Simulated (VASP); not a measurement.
Output of a VASP run:

File OSZICAR:
```
       N       E                     dE             d eps       ncg     rms          rms(c)
DAV:   1     0.239967053577E+02    0.23997E+02   -0.63438E+03  1832   0.963E+02
DAV:   2    -0.344402479727E+02   -0.58437E+02   -0.53467E+02  2612   0.171E+02
DAV:   3    -0.370977334912E+02   -0.26575E+01   -0.26453E+01  2388   0.370E+01
DAV:   4    -0.371277193029E+02   -0.29986E-01   -0.29967E-01  2228   0.464E+00
DAV:   5    -0.371282588959E+02   -0.53959E-03   -0.53949E-03  2344   0.579E-01    0.129E+01
DAV:   6    -0.331546704662E+02    0.39736E+01   -0.11792E+01  2188   0.218E+01    0.590E+00
DAV:   7    -0.330218840936E+02    0.13279E+00   -0.99782E-01  2364   0.661E+00    0.246E+00
DAV:   8    -0.329834085509E+02    0.38476E-01   -0.59078E-02  2144   0.173E+00    0.663E-01
DAV:   9    -0.329793051066E+02    0.41034E-02   -0.73074E-03  2296   0.648E-01    0.132E-01
DAV:  10    -0.329793413195E+02   -0.36213E-04   -0.46800E-04  2180   0.173E-01    0.632E-02
DAV:  11    -0.329793430950E+02   -0.17755E-05   -0.20690E-05  2336   0.400E-02    0.197E-02
DAV:  12    -0.329793416059E+02    0.14891E-05   -0.27949E-06  2048   0.132E-02    0.733E-03
DAV:  13    -0.329793414791E+02    0.12680E-06   -0.11485E-06  1328   0.743E-03
   1 F= -.32979341E+02 E0= -.32979341E+02  d E =-.139850E-11
```

**OUTCAR**
```
------------------------ aborting loop because EDIFF is reached ----------------------------------------
  FORCE on cell =-STRESS in cart. coord.  units (eV):
  Direction    XX          YY          ZZ          XY          YZ          ZX
  --------------------------------------------------------------------------------------
  Total       -1.9803165     -1.4865028      0.5628312      0.8564172      0.8075162      0.2660445
  in kB      -76.4754033    -57.4054226     21.7352864     33.0729220     31.1844740     10.2740458
  external PRESSURE =     -37.3818465 kB  Pullay stress =       0.0000000 kB
  volume of cell :       41.49
      direct lattice vectors                 reciprocal lattice vectors
     1.540000000 -2.667358000  0.000000000     0.324675325 -0.187451403  0.000000000
     1.540000000  2.667358000  0.000000000     0.324675325  0.187451403  0.000000000
     0.000000000  0.000000000  5.050000000     0.000000000  0.000000000  0.198019802
  FREE ENERGIE OF THE ION-ELECTRON SYSTEM (eV)
  ---------------------------------------------------
  free  energy   TOTEN  =       -32.9793414791 eV

  energy  without entropy=      -32.9793414791  energy(sigma->0) =      -32.97934148
```
(Selected blocks of OUTCAR.)

File POSCAR:
```
SiC
1
    1.5400000000    -2.6673580000     0.0000000000
    1.5400000000     2.6673580000     0.0000000000
    0.0000000000     0.0000000000     5.0500000000
Si C
2 2
Direct
  0.6606520000   0.3185200000   0.5046020000
  0.3523610000   0.6706020000   0.0098390000
  0.6420930000   0.3281110000   0.8657510000
  0.3448940000   0.6827670000   0.3698080000
```

Problem. Reconstruct the remaining input files.

Solution. One answer among several that fit: the input of the run itself, LDA (Ceperley-Alder, Perdew-Zunger), plane waves, VASP's LDA PAW potentials (set 64).

**KPOINTS**
```
K-points
0
G
6 6 4
0 0 0
```

INCAR:
```
ALGO  =  Normal
EDIFF  =  1E-6
ENCUT  =  400
ISIF  =  2
ISMEAR  =  -1
LASPH  =  T
LCHARG  =  F
LREAL  =  F
LWAVE  =  F
NELM  =  100
PREC  =  Accurate
SIGMA  =  0.02
SYSTEM  =  SiC
```

POTCAR, in this order: Si C (LDA.64 set). Program: vasp_std.

At this cut-off the stress carries a Pulay error, which pulls relaxed volumes low.

The structure is a typed SiC crystal (P6_3mc). The cell was not relaxed at this level, atoms are displaced from their ideal sites.
